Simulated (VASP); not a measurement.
```
CELL_PARAMETERS angstrom
      3.26511     1.88511     7.30988
     -3.26511     1.88511     7.30988
      0.00000    -3.77022     7.30988
ATOMIC_POSITIONS crystal
  Rb 0.50000 0.50000 0.50000
  Rb 0.91938 0.91938 0.91938
  Rb 0.08062 0.08062 0.08062
  Sb 0.24724 0.24724 0.24724
  Sb 0.75276 0.75276 0.75276
  Au 0.50000 0.00000 0.50000
  Au 0.50000 0.50000 0.00000
  Au 0.00000 0.50000 0.50000
```

These are LDA (Ceperley-Alder, Perdew-Zunger), VASP's LDA PAW potentials (set 64) (plane waves; VASP) values and carry that method's errors. Settings: 300 eV cut-off, 3×3×3 Γ-centred mesh, Fermi-Dirac smearing of 0.020 eV, potentials Rb_sv Sb Au.

At this cut-off the stress carries a Pulay error, which pulls relaxed volumes low.

Q: Give the force on each atom (eV/Å).

A: 
| atom | Fx | Fy | Fz |
|---|---|---|---|
| Rb1 | 0.000 | 0.000 | 0.000 |
| Rb2 | 0.000 | 0.000 | 0.043 |
| Rb3 | 0.000 | 0.000 | -0.043 |
| Sb4 | 0.000 | 0.000 | 0.404 |
| Sb5 | 0.000 | 0.000 | -0.404 |
| Au6 | 0.000 | 0.000 | 0.000 |
| Au7 | 0.000 | 0.000 | 0.000 |
| Au8 | 0.000 | 0.000 | 0.000 |

Q: Give the stress tensor in GPa (positive for a compressed cell).

A: 
```
-2.53   0.00   0.00
 0.00  -2.53   0.00
 0.00   0.00  -2.85
```
The pressure is its mean diagonal, -2.64 GPa.

The structure comes from a computed database's Rb3Sb2Au3 entry (R-3m); how it stands against other phases isn't given here. The cell was not relaxed at this level.
